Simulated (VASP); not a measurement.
OSZICAR of a VASP run on ZrB₂ (AlB2 type):

### OSZICAR
```
       N       E                     dE             d eps       ncg     rms          rms(c)
DAV:   1     0.284999468998E+03    0.28500E+03   -0.16324E+04  2636   0.395E+03
DAV:   2     0.698774273726E+02   -0.21512E+03   -0.20383E+03  3695   0.686E+02
DAV:   3     0.438079158874E+02   -0.26070E+02   -0.24805E+02  3463   0.210E+02
DAV:   4     0.411464433859E+02   -0.26615E+01   -0.24564E+01  3854   0.857E+01
DAV:   5     0.409596850222E+02   -0.18676E+00   -0.18415E+00  3490   0.168E+01    0.495E+01
DAV:   6    -0.160624694264E+02   -0.57022E+02   -0.22792E+02  2130   0.226E+02    0.663E+00
DAV:   7    -0.165442508230E+02   -0.48178E+00   -0.80761E+00  2785   0.377E+01    0.573E+00
DAV:   8    -0.152608100323E+02    0.12834E+01   -0.26957E+00  2772   0.191E+01    0.414E+00
DAV:   9    -0.151887023460E+02    0.72108E-01   -0.31202E-01  2427   0.878E+00    0.426E+00
DAV:  10    -0.165143056335E+02   -0.13256E+01   -0.88953E-01  2555   0.123E+01    0.269E+00
DAV:  11    -0.166252205944E+02   -0.11091E+00   -0.31938E-01  3292   0.443E+00    0.748E-01
DAV:  12    -0.166218512039E+02    0.33694E-02   -0.11284E-02  2511   0.131E+00    0.600E-01
DAV:  13    -0.166250261210E+02   -0.31749E-02   -0.22536E-03  2927   0.579E-01    0.473E-01
DAV:  14    -0.166241780019E+02    0.84812E-03   -0.76767E-04  2230   0.341E-01    0.342E-01
DAV:  15    -0.166237301570E+02    0.44784E-03   -0.98657E-04  2660   0.315E-01    0.162E-01
DAV:  16    -0.166239336548E+02   -0.20350E-03   -0.18089E-04  2190   0.189E-01    0.113E-01
DAV:  17    -0.166238757200E+02    0.57935E-04   -0.70401E-05  3146   0.705E-02    0.575E-02
DAV:  18    -0.166238529658E+02    0.22754E-04   -0.53908E-05  2365   0.796E-02    0.103E-02
DAV:  19    -0.166238528969E+02    0.68866E-07   -0.41819E-06  3187   0.201E-02    0.359E-03
DAV:  20    -0.166238507924E+02    0.21045E-05   -0.60073E-07  2445   0.104E-02    0.338E-03
DAV:  21    -0.166238528033E+02   -0.20110E-05   -0.27486E-07  2203   0.628E-03    0.682E-04
DAV:  22    -0.166238526078E+02    0.19557E-06   -0.57999E-08  1150   0.271E-03    0.916E-04
DAV:  23    -0.166238527520E+02   -0.14424E-06   -0.16146E-08  1125   0.129E-03    0.209E-04
DAV:  24    -0.166238526631E+02    0.88948E-07   -0.36270E-09  1110   0.575E-04
   1 F= -.16623853E+02 E0= -.16623833E+02  d E =-.166239E+02
       N       E                     dE             d eps       ncg     rms          rms(c)
DAV:   1    -0.166253054675E+02   -0.14527E-02   -0.81914E-02  2235   0.292E+00    0.203E-01
DAV:   2    -0.166244242532E+02    0.88121E-03   -0.18146E-03  2345   0.402E-01    0.113E-01
DAV:   3    -0.166241212334E+02    0.30302E-03   -0.10395E-03  2350   0.284E-01    0.297E-02
DAV:   4    -0.166242699266E+02   -0.14869E-03   -0.97240E-05  2285   0.118E-01    0.152E-02
DAV:   5    -0.166242827560E+02   -0.12829E-04   -0.88516E-06  2352   0.350E-02    0.376E-03
DAV:   6    -0.166242840848E+02   -0.13288E-05   -0.22243E-06  2335   0.193E-02    0.276E-03
DAV:   7    -0.166242851585E+02   -0.10737E-05   -0.59706E-07  2235   0.965E-03    0.452E-04
DAV:   8    -0.166242853021E+02   -0.14363E-06   -0.15553E-07  1552   0.484E-03    0.372E-04
DAV:   9    -0.166242852961E+02    0.60011E-08   -0.12433E-08  1155   0.130E-03
   2 F= -.16624285E+02 E0= -.16624267E+02  d E =-.432633E-03
       N       E                     dE             d eps       ncg     rms          rms(c)
DAV:   1    -0.166243211620E+02   -0.35860E-04   -0.17877E-03  2230   0.431E-01    0.300E-02
DAV:   2    -0.166243024463E+02    0.18716E-04   -0.39493E-05  2340   0.594E-02    0.167E-02
DAV:   3    -0.166242950388E+02    0.74075E-05   -0.22794E-05  2360   0.420E-02    0.434E-03
DAV:   4    -0.166242984826E+02   -0.34438E-05   -0.21218E-06  2275   0.174E-02    0.224E-03
DAV:   5    -0.166242986794E+02   -0.19688E-06   -0.19341E-07  1955   0.519E-03    0.553E-04
DAV:   6    -0.166242986731E+02    0.63408E-08   -0.48432E-08  1160   0.286E-03
   3 F= -.16624299E+02 E0= -.16624279E+02  d E =-.446010E-03
```

**Question.** Which electronic solver shows in the log?

**Answer.** It is blocked Davidson (ALGO = Normal, or the opening steps of other solvers). The INCAR had ALGO = Normal.

**Question.** Can the final energy be trusted as converged?

**Answer.** The calculation finished and met its thresholds. It stopped with EDIFF = 1E-7, NELM = 100, NSW = 30 and EDIFFG = -0.01 after 3 ionic steps (revTPSS meta-GGA, plane waves, VASP's PBE PAW potentials (set 64)).

The compound is ZrB2 in the AlB2 type structure. This cell is one point of a volume scan, at 0.94 of the reference volume. Symmetry was kept, so distortions that lower it aren't found.
